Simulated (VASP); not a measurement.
# Re12Se in VASP: notebook, part 2 of 2

VASP 6.6.1.

### Step 3. Single point, PBE

INCAR reads:

```
SYSTEM = Re12Se
PREC = Accurate
ENCUT = 520
EDIFF = 1E-6
ISMEAR = -1
SIGMA = 0.1
LREAL = .FALSE.
LASPH = .TRUE.
NELM = 100
ALGO = Fast
ISIF = 2
LWAVE = .FALSE.
LCHARG = .FALSE.
GGA = PE
NBANDS = 57
```

KPOINTS reads:

```
Automatic mesh
0
G
  3 3 1
  0 0 0
```

POSCAR reads:

```
Re12Se
1.0
    5.5200000000      0.0000000000      0.0000000000
    2.7600000000      4.7804600000      0.0000000000
    0.0000000000      0.0000000000     15.4574000000
Re Se
12 1
Direct
    0.0000000000      0.0000000000      0.0646939330
    0.5000000000      0.0000000000      0.0646939330
    0.0000031378      0.4999937245      0.0646939330
    0.5000031378      0.4999937245      0.0646939330
   -0.1365196690      0.3013726712      0.1939200642
    0.3702680817      0.3130870251      0.1969736178
   -0.1887799144      0.8228496839      0.2070982183
    0.3220941857      0.8068261213      0.2012175398
   -0.0516992921     -0.0794275028      0.3555513864
    0.4297737391     -0.0457068985      0.3799151216
    0.0073346209      0.4319249612      0.3519091180
    0.5010954926      0.4515046669      0.3468565218
    0.6564284083      0.1806939081      0.4743359168
```

Potentials or basis: VASP PAW PBE potentials, release 64 (Re, Se).

Launch:

```bash
> cat potpaw_PBE.64/Re/POTCAR potpaw_PBE.64/Se/POTCAR > POTCAR
> mpirun -np 1 vasp_std > vasp.out
```

OUTCAR:

```text
SYSTEM = Re12Se
   PREC = Accurate
   ENCUT = 520
   EDIFF = 1E-6
   ISMEAR = -1
   LREAL = .FALSE.
   LASPH = .TRUE.
   NELM = 100
   ISIF = 2
   GGA = PE

 ion  position               nearest neighbor table
   1  0.000  0.000  0.065-   5 2.46   8 2.62   4 2.76   3 2.76   2 2.76   2 2.76   3 2.76   4 2.76
                             7 2.81
   2  0.500  0.000  0.065-   6 2.54   7 2.66   8 2.76   3 2.76   4 2.76   1 2.76   1 2.76   4 2.76
                             3 2.76
   3  0.000  0.500  0.065-   5 2.57   7 2.69   6 2.70   2 2.76   1 2.76   4 2.76   4 2.76   1 2.76
                             2 2.76
   4  0.500  0.500  0.065-   6 2.55   8 2.57   5 2.65   1 2.76   2 2.76   3 2.76   3 2.76   2 2.76
                             1 2.76
   5  0.863  0.301  0.194-   1 2.46   3 2.57   8 2.64   4 2.65   6 2.69   7 2.75  11 2.77   7 2.80
                             6 2.83   8 2.90  12 2.94   9 3.15
   6  0.370  0.313  0.197-   2 2.54   4 2.55   7 2.59   8 2.60  12 2.65   5 2.69   3 2.70   5 2.83
                             8 2.94   7 2.96  11 2.98  10 3.37
   7  0.811  0.823  0.207-   9 2.56   6 2.59   2 2.66   3 2.69   8 2.75   5 2.75   8 2.78   5 2.80
                             1 2.81  11 2.92   6 2.96  10 3.25
   8  0.322  0.807  0.201-   4 2.57   6 2.60   1 2.62   5 2.64   7 2.75   2 2.76   7 2.78  12 2.82
                             5 2.90   6 2.94   9 3.01  10 3.02
   9  0.948  0.921  0.356-  13 2.39  11 2.55   7 2.56  12 2.73  10 2.78  10 2.80  12 2.85  11 3.00
                             8 3.01   5 3.15
  10  0.430  0.954  0.380-  11 2.54  13 2.61  12 2.65   9 2.78   9 2.80  12 3.00   8 3.02  11 3.08
                             7 3.25   6 3.37
  11  0.007  0.432  0.352-  10 2.54   9 2.55  12 2.74   5 2.77  12 2.78   7 2.92   6 2.98   9 3.00
                            10 3.08
  12  0.501  0.452  0.347-  13 2.36   6 2.65  10 2.65   9 2.73  11 2.74  11 2.78   8 2.82   9 2.85
                             5 2.94  10 3.00
  13  0.656  0.181  0.474-  12 2.36   9 2.39  10 2.61

  LATTYP: Found a hexagonal cell.
 ALAT       =     5.5199998018
 C/A-ratio  =     2.8002537237

  Lattice vectors:
[... 167 lines left out ...]
  volume of cell :      407.89
 maximum number of plane-waves:     10986
 NGX is ok and might be reduce to    42
   NGX = 21   NGY = 21   NGZ = 57

 number of electron      89.9999998 magnetization

 Free energy of the ion-electron system (eV)
  ---------------------------------------------------
  ext. energy  EPLUGINS =         0.00000000
  ---------------------------------------------------
  free energy    TOTEN  =      -143.68270633 eV

  energy without entropy =     -143.30512920  energy(sigma->0) =     -143.49391777

 E-fermi :   1.3033     XC(G=0):  -7.7347

 val. band max:        1.2982216349   @ k =  -0.3333   0.3333   0.0000
 cond. band min:       1.3319217688   @ k =   0.0000   0.3333   0.0000
 fundamental gap:      0.0337001339
 Fermi energy:         1.3033381005

 k-point     1 :       0.0000    0.0000    0.0000
  band No.  band energies     occupation
      1     -12.5432      2.00000
      2      -7.6500      2.00000
      3      -5.7424      2.00000
      4      -5.2434      2.00000
      5      -4.9227      2.00000
      6      -4.8261      2.00000
[... 289 lines left out ...]
     56       3.2889      0.00000
     57       3.5278      0.00000

------------------------ aborting loop because EDIFF is reached ----------------------------------------

  FORCE on cell =-STRESS in cart. coord.  units (eV):
  Direction    XX          YY          ZZ          XY          YZ          ZX
  --------------------------------------------------------------------------------------
  -------------------------------------------------------------------------------------
  Total       -7.2172922     -4.2571679      1.4365551     -0.6586507      3.7306766      4.4394599
  in kB      -28.3491251    -16.7219204      5.6427091     -2.5871435     14.6538917     17.4379533
  external PRESSURE =     -13.1427788 kB  Pullay stress =       0.0000000 kB

 VOLUME and BASIS-vectors are now :
 -----------------------------------------------------------------------------
  energy-cutoff  :      520.00
  volume of cell :      407.89
      direct lattice vectors                 reciprocal lattice vectors
     5.520000000  0.000000000  0.000000000     0.181159420 -0.104592445  0.000000000
     2.760000000  4.780460000  0.000000000     0.000000000  0.209184890  0.000000000
     0.000000000  0.000000000 15.457400000     0.000000000  0.000000000  0.064693933

 POSITION                                       TOTAL-FORCE (eV/Angst)
 -----------------------------------------------------------------------------------
      0.00000      0.00000      1.00000        -0.559082     -1.135375     -0.618959
      2.76000      0.00000      1.00000        -0.187283     -0.681117     -0.270534
      1.38000      2.39020      1.00000         0.059360     -0.188361      0.006681
      4.14000      2.39020      1.00000         0.014329     -0.236177     -0.717276
      5.59820      1.44070      2.99750        -0.382800      1.352746      2.501153
      2.90800      1.49670      3.04470        -2.586371      0.192849      1.311606
      6.74900      3.93360      3.20120         0.387406     -0.446751     -0.457882
      4.00480      3.85700      3.11030         1.530122      0.816840      0.481592
      7.77540      4.40076      5.49590         2.536792     -1.061502     -0.783769
      5.00620      4.56196      5.87250         0.808867      0.136584     -1.624815
      1.23260      2.06480      5.43960        -0.633859     -0.170717     -1.587258
      4.01220      2.15840      5.36150        -0.067367      2.150651     -0.632511
      4.12220      0.86380      7.33200        -0.920114     -0.729669      2.391972
 -----------------------------------------------------------------------------------
    total drift:                                0.000207      0.000072      0.000531

  FREE ENERGIE OF THE ION-ELECTRON SYSTEM (eV)
  ---------------------------------------------------
  free  energy   TOTEN  =      -143.6827063273 eV

  energy  without entropy=     -143.3051292043  energy(sigma->0) =     -143.49391777
```

OSZICAR:

```text
N       E                     dE             d eps       ncg     rms          rms(c)
DAV:   1     0.146285963173E+04    0.14629E+04   -0.27146E+04   794   0.162E+03
DAV:   2     0.189698928739E+03   -0.12732E+04   -0.11885E+04  1007   0.166E+03
DAV:   3    -0.918774162997E+02   -0.28158E+03   -0.26451E+03  1132   0.791E+02
DAV:   4    -0.140215013565E+03   -0.48338E+02   -0.43800E+02   956   0.351E+02
[... 36 lines left out ...]
RMM:  41    -0.143682700138E+03   -0.31680E-05   -0.31352E-05   592   0.493E-02    0.102E-02
RMM:  42    -0.143682702423E+03   -0.22850E-05   -0.22893E-05   600   0.497E-02    0.701E-03
RMM:  43    -0.143682704169E+03   -0.17465E-05   -0.17314E-05   567   0.410E-02    0.699E-03
RMM:  44    -0.143682705379E+03   -0.12097E-05   -0.12003E-05   557   0.386E-02    0.953E-03
RMM:  45    -0.143682706327E+03   -0.94818E-06   -0.93940E-06   552   0.386E-02
   1 F= -.14368271E+03 E0= -.14349392E+03  d E =-.377577E+00
```

Wall time 6 min (1 thread of AMD EPYC 9R45 (Zen 5), shared host); peak memory 0.45 GiB.

What came out:

```
Free energy            : -143.6827 eV
Largest force          : 2.906 eV/Å
Band gap on the k mesh : none (metal or under the smearing width)
```

Forces on the atoms (eV/Å):
```
Re  -0.559 -1.135 -0.619
Re  -0.187 -0.681 -0.271
Re   0.059 -0.188  0.007
Re   0.014 -0.236 -0.717
Re  -0.383  1.353  2.501
Re  -2.586  0.193  1.312
Re   0.387 -0.447 -0.458
Re   1.530  0.817  0.482
Re   2.537 -1.062 -0.784
Re   0.809  0.137 -1.625
Re  -0.634 -0.171 -1.587
Re  -0.067  2.151 -0.633
Se  -0.920 -0.730  2.392
```

Caveat: the k mesh is coarse (spacing up to 0.44 Å⁻¹), so the values aren't converged. Spin-orbit coupling is left out, which matters for the levels of Re.
